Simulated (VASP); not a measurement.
The system is Ir.

```
Ir
1.0
     0.00000    1.91690    1.91690
     1.91690    0.00000    1.91690
     1.91690    1.91690    0.00000
Ir
1
Direct
  0.00000 0.00000 0.00000
```

Base run:

```yaml
Program: VASP 6.6.1
Functional: r2SCAN
Potentials_or_basis: VASP PAW PBE potentials, release 64 (Ir)
Cutoff: 520 eV
k_mesh: 18 × 18 × 18
Occupations: gaussian, width 0.1 eV
Spin: no spin polarisation
```

Its results: band gap on the k mesh none (metal or under the smearing width); pressure 5.7 GPa.

Task: The run is repeated on the same cell with these changes: functional from r2SCAN to PBEsol; cutoff from 520 eV to 900 eV. What comes out?

Result: Band gap on the k mesh none (metal or under the smearing width); pressure -0.1 GPa.

Caveats: the PAW data sets were made with another functional, which shifts forces and pressure a little.

Not every run made on this cell is shown here.
